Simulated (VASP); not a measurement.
Here is the system:

```
CELL_PARAMETERS angstrom
      0.00000     3.20184     3.20184
      3.20184     0.00000     3.20184
      3.20184     3.20184     0.00000
ATOMIC_POSITIONS crystal
  Ba 0.00000 0.00000 0.00000
  S  0.50000 0.50000 0.50000
```

Computed with rev-vdW-DF2, VASP's PBE PAW potentials (set 64) (plane waves; VASP 6.6.1). Run with 520 eV cut-off, 8×8×8 Γ-centred mesh, tetrahedra with Blöchl corrections, potentials Ba_sv S.

Unless said otherwise, spin-orbit coupling is left out, though it shifts the bands of the heavy elements here.

### Question
Predict the energy per atom (σ→0), band gap (on the k-mesh) with the smallest direct gap where there is one.

### Answer

| Item | Result |
|---|---|
| band gap (on the k-mesh) | 2.04 eV |
| smallest direct gap (on the k-mesh) | 2.18 eV |
| energy per atom (σ→0) | -3.575 eV/atom |

Only differences to runs with the same potentials and settings are physical.

The compound is BaS in the rock salt structure. It was relaxed first.
